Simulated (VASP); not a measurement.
Calculation: PBEsol GGA, VASP's PBE PAW potentials (set 64) (plane waves; VASP).

The input files of a VASP run:

**POSCAR**
```
Ba(100) slab
1.0
  4.8959573358   0.0000000000   0.0000000000
  0.0000000000   4.8959573358   0.0000000000
  0.0000000000   0.0000000000  24.4212692606
Ba
4
Cart
  2.4479786679   0.0000000000   8.5006510892
  0.0000000000   2.4479786679  11.0885386906
  2.4479786679   0.0000000000  13.3327305700
  0.0000000000   2.4479786679  15.9206181714
```

### KPOINTS
```
Automatic
0
gamma
 6 6 1
0 0 0
```

### INCAR
```
ALGO = Normal
DIPOL = 0.5 0.5 0.5
EDIFF = 1E-6
ENCUT = 400
GGA = PS
IDIPOL = 3
ISMEAR = 1
LASPH = .TRUE.
LCHARG = .FALSE.
LDIPOL = .TRUE.
LMAXMIX = 4
LORBIT = 11
LREAL = .FALSE.
LVHAR = .TRUE.
LWAVE = .FALSE.
NELM = 100
NELMIN = 4
PREC = Normal
SIGMA = 0.1
SYSTEM = Ba(100) slab
```

POTCAR, in this order: Ba_sv (PBE.64 set). Program: vasp_std. Read from the step before: WAVECAR.

Unless said otherwise, spin-orbit coupling is left out, though it shifts the bands of the heavy elements here.

Question: Estimate the energy per atom (σ→0), band gap (on the k-mesh).

Answer: 
```json
{
 "energy per atom (σ→0)": "-1.871 eV/atom",
 "band gap (on the k-mesh)": "none (metal, semimetal or under 0.01 eV)"
}
```

### OSZICAR
```
       N       E                     dE             d eps       ncg     rms          rms(c)
DAV:   1    -0.748408792154E+01   -0.74841E+01   -0.10161E-04   608   0.231E-02    0.752E-03
DAV:   2    -0.748407953685E+01    0.83847E-05   -0.10026E-04   584   0.193E-02    0.203E-03
DAV:   3    -0.748407941727E+01    0.11958E-06   -0.55248E-06   424   0.624E-03    0.819E-04
DAV:   4    -0.748407940988E+01    0.73865E-08   -0.87169E-07   408   0.287E-03
   1 F= -.74840794E+01 E0= -.74830796E+01  d E =-.299932E-02
```

The cell is a thin slab with vacuum, built from Ba (bcc): (100) face.
